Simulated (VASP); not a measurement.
VASP input:

### POSCAR
```
SiC
1
    1.5235424875    -2.6388527495     0.0000000000
    1.5235424875     2.6388527495     0.0000000000
    0.0000000000     0.0000000000     4.9997779594
Si C
2 2
Direct
  0.6666670000   0.3333330000   0.4995969536
  0.3333330000   0.6666670000   0.9995969536
  0.6666670000   0.3333330000   0.8754030464
  0.3333330000   0.6666670000   0.3754030464
```

### INCAR
```
NELM  =  100
EDIFF  =  1E-6
NSW  =  40
ENCUT  =  620
PSTRESS  =  100
SIGMA  =  0.05
IBRION  =  2   # conjugate gradients
LASPH  =  .True.   # aspherical one-centre terms
LREAL  =  .False.   # projection in real space or not
SYSTEM  =  SiC
ALGO  =  Normal
EDIFFG  =  -0.02   # ionic stop
PREC  =  Accurate
ISIF  =  3   # ions, shape and volume
GGA  =  PE   # PBE
LCHARG  =  .False.
ISMEAR  =  0   # Gaussian
LWAVE  =  .False.
```

**KPOINTS**
```
K-points
0
G
  8 8 5
```

POTCAR, in this order: Si C (PBE.64 set). Program: vasp_std.

### Question
Translate this PBE calculation to Quantum ESPRESSO's pw.x.

### Answer
One equivalent input (not run):
```
&CONTROL
  calculation = 'vc-relax'
  pseudo_dir = './pseudo'
  outdir = './out'
  tprnfor = .true.
  tstress = .true.
  nstep = 40
  forc_conv_thr = 0.00078
/
&SYSTEM
  ibrav = 0
  nat = 4
  ntyp = 2
  ecutwfc = 82
  occupations = 'smearing'
  smearing = 'gaussian'
  degauss = 0.003675
  input_dft = 'pbe'
/
&ELECTRONS
  conv_thr = 7.3e-08
  electron_maxstep = 100
/
&IONS
/
&CELL
  press = 100
/
ATOMIC_SPECIES
  Si 28.085 Si.upf
  C 12.011 C.upf
CELL_PARAMETERS angstrom
     1.5235425   -2.6388527    0.0000000
     1.5235425    2.6388527    0.0000000
     0.0000000    0.0000000    4.9997780
ATOMIC_POSITIONS crystal
  Si   0.6666670  0.3333330  0.4995970
  Si   0.3333330  0.6666670  0.9995970
  C    0.6666670  0.3333330  0.8754030
  C    0.3333330  0.6666670  0.3754030
K_POINTS automatic
  8 8 5 0 0 0
```
The two are equivalent in intent, not identical: the potentials are each code's own (VASP's PAW set, PseudoDojo norm-conserving files in pw.x), so ENCUT and ecutwfc are chosen apart and not converted; conv_thr bounds pw.x's estimated SCF error, while EDIFF bounds the energy change between steps; forc_conv_thr acts on force components and is met together with etot_conv_thr.

The compound is SiC in the wurtzite structure, the rare 2H polytype. It was relaxed first under an external pressure of 10 GPa.
